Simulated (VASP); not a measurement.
# BiSbS4: band structure with PBE

The system is BiSbS4.

```
CELL_PARAMETERS angstrom
6.63358 0.00000 0.00000
0.00000 3.81307 0.00000
-0.06412 0.00000 6.80746
ATOMIC_POSITIONS crystal
Sb 0.00000 0.50000 0.00000
Bi 0.00000 0.00000 0.50000
S 0.77422 0.00000 0.14208
S 0.22578 0.00000 0.85792
S 0.23033 0.50000 0.29373
S 0.76967 0.50000 0.70627
```

The cell was built by a generator and needn't be a form met in nature.

```yaml
Program: VASP 6.6.1
Task: band structure
Functional: PBE
Potentials_or_basis: VASP PAW PBE potentials, release 64 (Sb, Bi_d, S)
Cutoff: 520 eV
k_mesh: 4 × 6 × 4
Occupations: gaussian, width 0.1 eV
Spin: spin-orbit coupling, no magnetisation
Further_INCAR_settings: ALGO = Normal; EDIFF = 1e-06
```

```json
{
 "Pressure": "0.2 GPa",
 "Largest force": "0.054 eV/Å",
 "Valence electrons inside the program's atomic spheres": "Sb 2.23; Bi 12.64; S 3.66, 3.67"
}
```

Forces on the atoms (eV/Å):
```
Sb   0.000  0.000  0.000
Bi   0.000  0.000  0.000
S   -0.015  0.000 -0.037
S    0.015  0.000  0.037
S    0.034  0.000 -0.042
S   -0.034  0.000  0.042
```

It took 4.7 min on 8 MPI ranks on Intel(R) Xeon(R) 6975P-C (Granite Rapids), on a shared host, peak memory 1.1 GiB a rank.

Caveat: this functional lacks dispersion, which binds the layers, so the pressure and a relaxed spacing across them are unreliable.
